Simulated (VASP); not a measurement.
Consider the following.

```xyz
1
Lattice="0.0000 1.9844 1.9844 1.9844 0.0000 1.9844 1.9844 1.9844 0.0000" Properties=species:S:1:pos:R:3 pbc="T T T"
Pd     0.0000     0.0000     0.0000
```

Computed with revPBE GGA, VASP's PBE PAW potentials (set 64) (plane waves; VASP). Numerical set-up: 520 eV cut-off, Gaussian smearing of 0.050 eV, potentials Pd.

Task: Give the energies of bands 1 to 6 at the high-symmetry points, in eV from the Fermi level.

Result: 
```csv
band,Γ,X,U,L,W
1,-6.65,-4.89,-4.28,-4.83,-3.91
2,-2.56,-4.63,-3.75,-2.60,-3.05
3,-2.56,-0.04,-1.76,-2.60,-3.05
4,-2.56,0.28,-0.84,-0.01,-1.17
5,-1.10,0.28,-0.13,-0.01,0.28
6,-1.10,3.40,6.89,1.19,8.63
```

It has no gap at this level: it comes out as a metal or semimetal.

The compound is Pd in the fcc structure. It was relaxed first, which changed the volume by +6 %.
